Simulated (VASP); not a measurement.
The system is MgCd2Te3.

```
CELL_PARAMETERS angstrom
-4.52318 4.67261 19.17757
2.30614 -2.24139 9.57688
2.19405 2.17386 -9.56635
ATOMIC_POSITIONS crystal
Mg 0.99327 0.98830 0.98162
Mg 0.50048 0.00554 0.01143
Cd 0.17257 0.32849 0.00559
Cd 0.66623 0.36144 0.02044
Cd 0.33766 0.66471 0.00327
Cd 0.83613 0.65862 0.00488
Te 0.46564 0.41985 0.50941
Te 0.95764 0.40828 0.48794
Te 0.29080 0.08395 0.50049
Te 0.79243 0.08809 0.50957
Te 0.12760 0.75764 0.50534
Te 0.62051 0.76412 0.50489
```

The cell was built by a generator and needn't be a form met in nature.

| Quantity | Value |
| --- | --- |
| Program | VASP 6.6.1 |
| Task | relaxation of cell and atoms |
| Functional | PBE |
| Potentials or basis | VASP PAW PBE potentials, release 64 (Mg, Cd, Te) |
| Cutoff | 520 eV |
| k mesh | 5 × 5 × 5 |
| Occupations | gaussian, width 0.05 eV |
| Spin | no spin polarisation |

At the start: pressure 4.4 GPa; volume 32.41 Å³/atom.

**Question.** How do energy, volume and symmetry change on relaxing?

**Answer.** Over 14 steps the energy falls by 53.7 meV/atom and the volume is 35.69 Å³/atom (+10.1 %); space group P1 (No. 1, to 0.05 Å).

The path:
```csv
step,energy change (eV),largest force (eV/Å),pressure (GPa),volume (Å³)
1,0.0000,0.7173,4.37,388.90
2,-0.5659,0.2262,-0.93,440.80
3,-0.5919,0.2791,-0.16,430.62
4,-0.6156,0.1995,-0.07,429.31
5,-0.6342,0.1002,0.12,426.82
6,-0.6387,0.0972,-0.01,428.74
7,-0.6385,0.0949,-0.27,431.59
8,-0.6396,0.1000,-0.16,430.10
9,-0.6423,0.0639,-0.08,429.13
10,-0.6431,0.0596,0.01,427.95
11,-0.6431,0.0546,0.00,428.22
12,-0.6438,0.0494,0.01,428.15
13,-0.6440,0.0423,0.01,428.09
14,-0.6446,0.0269,0.02,428.26
```

Final structure:
```
Mg Cd Te
1.0
    -4.67315    4.64719   19.68218
     2.32922   -2.33623    9.84218
     2.33782    2.33834   -9.84390
Mg Cd Te
2 4 6
Direct
  0.99975 0.99395 0.99442
  0.49999 0.00426 0.00205
  0.16997 0.33416 0.00400
  0.66783 0.34994 0.01678
  0.33343 0.66524 0.00040
  0.83470 0.66703 0.00529
  0.46174 0.42380 0.50672
  0.96041 0.41456 0.49719
  0.28931 0.08093 0.49752
  0.79128 0.08264 0.50377
  0.12657 0.74976 0.50177
  0.62596 0.76275 0.51495
```
